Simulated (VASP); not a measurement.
OSZICAR of a VASP run on CdSe (wurtzite):

OSZICAR:
```
       N       E                     dE             d eps       ncg     rms          rms(c)
DAV:   1     0.209152723897E+03    0.20915E+03   -0.15108E+04   624   0.120E+03
DAV:   2    -0.761880321933E+00   -0.20991E+03   -0.20660E+03   682   0.319E+02
DAV:   3    -0.115760710549E+02   -0.10814E+02   -0.10786E+02   742   0.731E+01
DAV:   4    -0.116642834791E+02   -0.88212E-01   -0.88188E-01   676   0.638E+00
DAV:   5    -0.116650740586E+02   -0.79058E-03   -0.79053E-03   748   0.554E-01    0.931E+00
DAV:   6    -0.109467321336E+02    0.71834E+00   -0.16223E+00   736   0.129E+01    0.718E+00
DAV:   7    -0.109141053166E+02    0.32627E-01   -0.64692E-01   706   0.447E+00    0.257E+00
DAV:   8    -0.109105246056E+02    0.35807E-02   -0.79303E-02   664   0.312E+00    0.408E-01
DAV:   9    -0.109104684096E+02    0.56196E-04   -0.10761E-02   712   0.135E+00    0.148E-01
DAV:  10    -0.109105584865E+02   -0.90077E-04   -0.11280E-03   706   0.423E-01    0.782E-02
DAV:  11    -0.109106601244E+02   -0.10164E-03   -0.21901E-04   670   0.985E-02    0.208E-02
DAV:  12    -0.109106556898E+02    0.44346E-05   -0.70553E-05   788   0.943E-02    0.976E-03
DAV:  13    -0.109106576270E+02   -0.19372E-05   -0.13973E-05   664   0.372E-02    0.446E-03
DAV:  14    -0.109106577942E+02   -0.16726E-06   -0.66909E-07   500   0.418E-03
   1 F= -.10910658E+02 E0= -.10910658E+02  d E =-.162841E-12
```

Which electronic solver shows in the log?

It is blocked Davidson (ALGO = Normal, or the opening steps of other solvers). The INCAR had ALGO = Normal.

Can the final energy be trusted as converged?

The run converged. It stopped with EDIFF = 1E-6, NELM = 100 (PBE GGA, plane waves, VASP's PBE PAW potentials (set 64)).

The compound is CdSe in the wurtzite structure. The cell was not relaxed at this level.
